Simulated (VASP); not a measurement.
VASP ran on this input.

POSCAR:
```
Bi
1
    4.2884131917    -2.2693616878     0.0441611225
    4.2884131917     2.2693616878     0.0441611225
    3.0490893321     0.0000000000     3.7743204003
Bi
2
Direct
  0.2322718691   0.2322718691   0.2322718691
  0.7677281309   0.7677281309   0.7677281309
```

INCAR:
```
# general
SYSTEM   =  Bi
PREC     =  Accurate
ENCUT    =  400   # plane-wave cut-off (eV)
LREAL    =  .FALSE.   # projection in real space or not
LASPH    =  .TRUE.   # aspherical one-centre terms

# electronic loop
EDIFF    =  1E-6
NELM     =  100   # most electronic steps
ALGO     =  Normal
LMAXMIX  =  4   # l cut-off of mixed one-centre charges
LMIXTAU  =  .TRUE.

# smearing
ISMEAR   =  0
SIGMA    =  0.05   # width (eV)

# functional
METAGGA  =  R2SCAN

# ions
IBRION   =  2   # conjugate gradients
NSW      =  60   # most ionic steps
ISIF     =  3
EDIFFG   =  -0.01

# output
LWAVE    =  .FALSE.
LCHARG   =  .FALSE.
```

File KPOINTS:
```
Automatic mesh
0
Gamma
6 6 6
0 0 0
```

POTCAR, in this order: Bi_d (PBE.64 set). Program: vasp_std.

### Question
Translate this r2SCAN calculation to Ansatz.

### Answer
One equivalent input (not run):
Ansatz 0.2 input:
```yaml
crystal:
  lattice:
    - [4.2884132, -2.2693617, 0.0441611]
    - [4.2884132, 2.2693617, 0.0441611]
    - [3.0490893, 0.0000000, 3.7743204]
  atoms:
    - { symbol: Bi, position: [0.2322719, 0.2322719, 0.2322719] }
    - { symbol: Bi, position: [0.7677281, 0.7677281, 0.7677281] }
kpoints:
  mp_grid: { grid: [6, 6, 6] }
hamiltonian:
  xc: r2scan
  pseudopotentials: { kind: paw }
scf:
  occupations: { method: gaussian, width: 0.05 }
  max_iter: 100
relax:
  max_steps: 60
  f_tol: 0.01
  cell: {}
output: { forces: true, stress: true, eigenvalues: true }
```
Limits of the translation: each code has its own PAW files, so the cut-off isn't converted (ENCUT is set for VASP's; basis.ecutwfc is left out, and Ansatz then takes the one that its files recommend); Ansatz stops its SCF on the density residual and VASP on the energy change (EDIFF).

The compound is Bi in the a7 structure. This run relaxes it. Symmetry was kept, so distortions that lower it aren't found. The start is the result of an earlier pass.
